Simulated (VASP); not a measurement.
OSZICAR of a VASP run on NaZn31Se32:

File OSZICAR:
```
       N       E                     dE             d eps       ncg     rms          rms(c)
DAV:   1     0.702675026003E+04    0.70268E+04   -0.22007E+05   686   0.182E+03
DAV:   2     0.134940139378E+04   -0.56773E+04   -0.55161E+04   686   0.506E+02
DAV:   3    -0.309587034910E+02   -0.13804E+04   -0.12740E+04   749   0.201E+02
DAV:   4    -0.193865236430E+03   -0.16291E+03   -0.16036E+03   780   0.691E+01
DAV:   5    -0.199101379667E+03   -0.52361E+01   -0.51960E+01   764   0.120E+01    0.264E+01
RMM:   6    -0.188892664453E+03    0.10209E+02   -0.28686E+01   686   0.114E+01    0.205E+01
RMM:   7    -0.188025525093E+03    0.86714E+00   -0.12332E+01   700   0.611E+00    0.627E+00
RMM:   8    -0.188235407461E+03   -0.20988E+00   -0.24058E+00   775   0.236E+00    0.310E+00
RMM:   9    -0.188167814089E+03    0.67593E-01   -0.85365E-01   688   0.203E+00    0.175E+00
RMM:  10    -0.188137116730E+03    0.30697E-01   -0.16210E-01   701   0.113E+00    0.336E-01
RMM:  11    -0.188143009837E+03   -0.58931E-02   -0.33438E-02   740   0.296E-01    0.464E-01
RMM:  12    -0.188140380937E+03    0.26289E-02   -0.18653E-02   704   0.316E-01    0.675E-02
RMM:  13    -0.188140460774E+03   -0.79836E-04   -0.17929E-03   786   0.862E-02    0.526E-02
RMM:  14    -0.188140501221E+03   -0.40447E-04   -0.45042E-04   788   0.451E-02    0.355E-02
RMM:  15    -0.188140490648E+03    0.10573E-04   -0.10759E-04   719   0.189E-02    0.133E-02
RMM:  16    -0.188140491067E+03   -0.41899E-06   -0.37410E-05   506   0.946E-03
   1 F= -.18814049E+03 E0= -.18814049E+03  d E =-.188140E+03
       N       E                     dE             d eps       ncg     rms          rms(c)
DAV:   1    -0.188522987746E+03   -0.38250E+00   -0.54759E+01   740   0.105E+01    0.269E+00
RMM:   2    -0.188673153593E+03   -0.15017E+00   -0.17251E+00   689   0.167E+00    0.582E-01
RMM:   3    -0.188694452068E+03   -0.21298E-01   -0.28218E-01   740   0.685E-01    0.762E-01
RMM:   4    -0.188692491820E+03    0.19602E-02   -0.36137E-02   775   0.296E-01    0.508E-01
RMM:   5    -0.188691050929E+03    0.14409E-02   -0.21549E-02   694   0.167E-01    0.143E-01
RMM:   6    -0.188690910661E+03    0.14027E-03   -0.20024E-03   771   0.791E-02    0.107E-01
RMM:   7    -0.188690717204E+03    0.19346E-03   -0.16019E-03   704   0.475E-02    0.375E-02
RMM:   8    -0.188690726836E+03   -0.96323E-05   -0.18060E-04   672   0.224E-02    0.141E-02
RMM:   9    -0.188690726302E+03    0.53405E-06   -0.50652E-05   487   0.983E-03
   2 F= -.18869073E+03 E0= -.18869073E+03  d E =-.550235E+00
       N       E                     dE             d eps       ncg     rms          rms(c)
DAV:   1    -0.188712603618E+03   -0.21877E-01   -0.44912E+01   740   0.961E+00    0.242E+00
RMM:   2    -0.188827758490E+03   -0.11515E+00   -0.13335E+00   690   0.157E+00    0.548E-01
RMM:   3    -0.188845645252E+03   -0.17887E-01   -0.22703E-01   741   0.635E-01    0.690E-01
RMM:   4    -0.188844242856E+03    0.14024E-02   -0.24277E-02   747   0.258E-01    0.485E-01
RMM:   5    -0.188843163263E+03    0.10796E-02   -0.17531E-02   699   0.158E-01    0.168E-01
RMM:   6    -0.188843012034E+03    0.15123E-03   -0.15048E-03   766   0.761E-02    0.123E-01
RMM:   7    -0.188842837294E+03    0.17474E-03   -0.17613E-03   703   0.462E-02    0.532E-02
RMM:   8    -0.188842820605E+03    0.16689E-04   -0.14844E-04   613   0.217E-02    0.172E-02
RMM:   9    -0.188842819683E+03    0.92221E-06   -0.56364E-05   505   0.998E-03
   3 F= -.18884282E+03 E0= -.18884282E+03  d E =-.702329E+00
       N       E                     dE             d eps       ncg     rms          rms(c)
DAV:   1    -0.188886662839E+03   -0.43842E-01   -0.13904E+01   732   0.638E+00    0.763E-01
RMM:   2    -0.188901454388E+03   -0.14792E-01   -0.18280E-01   690   0.733E-01    0.234E-01
RMM:   3    -0.188903635968E+03   -0.21816E-02   -0.29028E-02   728   0.284E-01    0.234E-01
RMM:   4    -0.188903603862E+03    0.32105E-04   -0.37718E-03   749   0.130E-01    0.158E-01
RMM:   5    -0.188903498578E+03    0.10528E-03   -0.13995E-03   688   0.679E-02    0.426E-02
RMM:   6    -0.188903520874E+03   -0.22296E-04   -0.31051E-04   793   0.285E-02    0.371E-02
RMM:   7    -0.188903495264E+03    0.25610E-04   -0.17562E-04   594   0.181E-02    0.154E-02
RMM:   8    -0.188903499532E+03   -0.42680E-05   -0.32433E-05   489   0.836E-03
   4 F= -.18890350E+03 E0= -.18890350E+03  d E =-.606798E-01
       N       E                     dE             d eps       ncg     rms          rms(c)
DAV:   1    -0.188909122417E+03   -0.56272E-02   -0.13370E+01   724   0.619E+00    0.743E-01
RMM:   2    -0.188923117262E+03   -0.13995E-01   -0.17276E-01   691   0.709E-01    0.228E-01
RMM:   3    -0.188925235861E+03   -0.21186E-02   -0.27904E-02   728   0.275E-01    0.232E-01
RMM:   4    -0.188925187122E+03    0.48739E-04   -0.33520E-03   736   0.124E-01    0.154E-01
RMM:   5    -0.188925099223E+03    0.87899E-04   -0.14622E-03   689   0.671E-02    0.426E-02
RMM:   6    -0.188925118977E+03   -0.19753E-04   -0.29046E-04   782   0.274E-02    0.376E-02
RMM:   7    -0.188925093122E+03    0.25854E-04   -0.16547E-04   588   0.175E-02    0.147E-02
RMM:   8    -0.188925097310E+03   -0.41878E-05   -0.31316E-05   487   0.823E-03
   5 F= -.18892510E+03 E0= -.18892510E+03  d E =-.822776E-01
       N       E                     dE             d eps       ncg     rms          rms(c)
DAV:   1    -0.188933633215E+03   -0.85401E-02   -0.41172E+00   732   0.345E+00    0.457E-01
RMM:   2    -0.188938972570E+03   -0.53394E-02   -0.60945E-02   691   0.415E-01    0.129E-01
RMM:   3    -0.188939751413E+03   -0.77884E-03   -0.88505E-03   719   0.164E-01    0.130E-01
RMM:   4    -0.188939746686E+03    0.47274E-05   -0.10691E-03   735   0.700E-02    0.921E-02
RMM:   5    -0.188939717735E+03    0.28951E-04   -0.45301E-04   688   0.378E-02    0.220E-02
RMM:   6    -0.188939725041E+03   -0.73068E-05   -0.81095E-05   623   0.157E-02
   6 F= -.18893973E+03 E0= -.18893973E+03  d E =-.146277E-01
       N       E                     dE             d eps       ncg     rms          rms(c)
DAV:   1    -0.188940005945E+03   -0.28821E-03   -0.30193E+00   732   0.296E+00    0.393E-01
RMM:   2    -0.188944022943E+03   -0.40170E-02   -0.45856E-02   691   0.362E-01    0.114E-01
RMM:   3    -0.188944610219E+03   -0.58728E-03   -0.66500E-03   720   0.142E-01    0.115E-01
RMM:   4    -0.188944607982E+03    0.22365E-05   -0.80024E-04   727   0.615E-02    0.821E-02
RMM:   5    -0.188944587004E+03    0.20978E-04   -0.35494E-04   689   0.332E-02    0.198E-02
RMM:   6    -0.188944592557E+03   -0.55534E-05   -0.62309E-05   587   0.136E-02
   7 F= -.18894459E+03 E0= -.18894459E+03  d E =-.194952E-01
       N       E                     dE             d eps       ncg     rms          rms(c)
DAV:   1    -0.188944483974E+03    0.10303E-03   -0.17101E-01   748   0.705E-01    0.955E-02
RMM:   2    -0.188944730878E+03   -0.24690E-03   -0.28134E-03   691   0.919E-02    0.297E-02
RMM:   3    -0.188944767825E+03   -0.36947E-04   -0.41258E-04   730   0.355E-02    0.300E-02
RMM:   4    -0.188944767945E+03   -0.11985E-06   -0.50459E-05   543   0.158E-02
   8 F= -.18894477E+03 E0= -.18894477E+03  d E =-.196706E-01
       N       E                     dE             d eps       ncg     rms          rms(c)
DAV:   1    -0.188945595118E+03   -0.82729E-03   -0.98395E-01   716   0.171E+00    0.190E-01
RMM:   2    -0.188946488372E+03   -0.89325E-03   -0.10300E-02   690   0.186E-01    0.592E-02
RMM:   3    -0.188946607033E+03   -0.11866E-03   -0.15201E-03   723   0.730E-02    0.506E-02
RMM:   4    -0.188946612118E+03   -0.50843E-05   -0.23677E-04   753   0.334E-02    0.378E-02
RMM:   5    -0.188946606664E+03    0.54533E-05   -0.64998E-05   566   0.162E-02
   9 F= -.18894661E+03 E0= -.18894661E+03  d E =-.183872E-02
```

Problem. Which electronic solver shows in the log?

Solution. It is blocked Davidson (ALGO = Normal, or the opening steps of other solvers) and then RMM-DIIS (ALGO = Fast or VeryFast). The INCAR had ALGO = Fast.

Problem. Can the final energy be trusted as converged?

Solution. The calculation finished and met its thresholds. It stopped with EDIFF = 1E-5, NELM = 100, NSW = 60 and EDIFFG = -0.03 after 9 ionic steps (PBE GGA, plane waves, VASP's PBE PAW potentials (set 64)). The cell is charged, with a uniform compensating background. The supercell is sampled at Γ alone, which is coarse: total energies, pressure and levels can be off, energies of defects by several tenths of an eV.

The cell is a supercell with a defect, built from ZnSe (zinc blende): Na_Zn, charge -1. The run is not spin-polarised, so no state with unpaired spins was tried.
